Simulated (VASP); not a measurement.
Computed with PBE GGA, VASP's PBE PAW potentials (set 64) (plane waves; VASP).

VASP ran on this input.

POSCAR:
```
Rb
1
   -2.8815000000     2.8815000000     2.8815000000
    2.8815000000    -2.8815000000     2.8815000000
    2.8815000000     2.8815000000    -2.8815000000
Rb
1
Direct
  0.0000000000   0.0000000000   0.0000000000
```

File KPOINTS:
```
Automatic mesh
0
Gamma
8 8 8
0 0 0
```

**INCAR**
```
SYSTEM  =  Rb
PREC  =  Accurate; ENCUT  =  400; LREAL  =  F
LASPH  =  T; ISYM  =  -1
EDIFF  =  1E-6; NELM  =  100; ALGO  =  Normal
LMAXMIX  =  4
ISMEAR  =  1; SIGMA  =  0.1
GGA  =  PE
ISIF  =  2
LWAVE  =  F; LCHARG  =  F
```

POTCAR, in this order: Rb_sv (PBE.64 set). Program: vasp_std.

**Question.** Estimate the energy per atom (σ→0), band gap (on the k-mesh).

**Answer.** 
```yaml
energy per atom (σ→0): -0.928 eV/atom
band gap (on the k-mesh): none (metal, semimetal or under 0.01 eV)
```

### OSZICAR
```
...
DAV:   4    -0.925384554689E+00   -0.53719E-01   -0.53499E-01 13200   0.469E+00
DAV:   5    -0.925998751819E+00   -0.61420E-03   -0.61419E-03 12976   0.307E-01    0.109E+00
DAV:   6    -0.926812666553E+00   -0.81391E-03   -0.16504E-03 13048   0.280E-01    0.652E-01
DAV:   7    -0.927862086473E+00   -0.10494E-02   -0.32146E-03 10376   0.388E-01    0.431E-02
DAV:   8    -0.927986002418E+00   -0.12392E-03   -0.13057E-04 12040   0.107E-01    0.151E-02
DAV:   9    -0.927992529410E+00   -0.65270E-05   -0.58485E-06 13968   0.202E-02    0.459E-03
DAV:  10    -0.927992197581E+00    0.33183E-06   -0.21640E-06 10728   0.937E-03
   1 F= -.92799220E+00 E0= -.92751935E+00  d E =-.141856E-02
```

The compound is Rb in the bcc structure. The cell was not relaxed at this level. The run is one of a series of settings (ISYM = -1 against the base run), some of them coarse on purpose.
